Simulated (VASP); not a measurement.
Runs of VASP 6.6.1 on Au. The cell holds a sheet with vacuum, 1 atom: a = 2.662 Å, b = 2.662 Å, c = 23.800 Å, α = 90.00°, β = 90.00°, γ = 90.00°. The cell was built by a generator and needn't be a form met in nature.

| level | potentials or basis | gap on the mesh (eV) | work function (eV) |
| --- | --- | --- | --- |
| PW91 | VASP PAW PBE potentials, release 64 (Au) | none | 5.81 |
| PBEsol | VASP PAW PBE potentials, release 64 (Au) | none | 5.92 |
| revPBE | VASP PAW PBE potentials, release 64 (Au) | none | (a) |
| LDA | VASP PAW LDA potentials, release 64 (Au) | none | 6.19 |
| BLYP | VASP PAW PBE potentials, release 64 (Au) | none | 5.47 |
| RPBE | VASP PAW PBE potentials, release 64 (Au) | none | (b) |

Alike in all rows: task work function; no spin polarisation; cell as given; k mesh 10 × 10 × 1; cutoff (eV) 520; smearing fermi-dirac 0.05 eV.

Q: Fill in the values left out.

A: (a) 5.60; (b) 5.57.

A k mesh can miss the band edges, and the runs leave out spin-orbit coupling on Au.

A gap of «none» marks a metal or a gap under the smearing width.

Runs at the PBE level aren't shown here.
